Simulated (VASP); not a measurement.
Data:

```xyz
2
Lattice="3.1423 0.0000 0.0000 0.0000 3.1423 0.0000 0.0000 0.0000 3.1423" Properties=species:S:1:pos:R:3 pbc="T T T"
Sc     1.5711     1.6211     1.5711
Co     0.0000     0.0000     0.0000
```

The numbers are results of r2SCAN meta-GGA, VASP's PBE PAW potentials (set 64) (plane waves; VASP), not measurements. Numerical set-up: 480 eV cut-off, 10×10×10 Γ-centred mesh, first-order Methfessel-Paxton smearing of 0.10 eV, potentials Sc_sv Co.

The run has a spin-polarised start.

Task: Which forces act on the atoms, in eV/Å?

Result: 
```csv
atom,Fx,Fy,Fz
Sc1,0.000,-0.235,0.000
Co2,0.000,0.235,0.000
```

Task: Give the stress tensor in GPa (positive for a compressed cell).

Result: 
```
0.14  0.00  0.00
0.00  0.10  0.00
0.00  0.00  0.14
```
The pressure is its mean diagonal, 0.13 GPa.

The structure comes from a computed database's ScCo entry (Pm-3m); how it stands against other phases isn't given here. This cell was strained or had an atom moved on purpose.
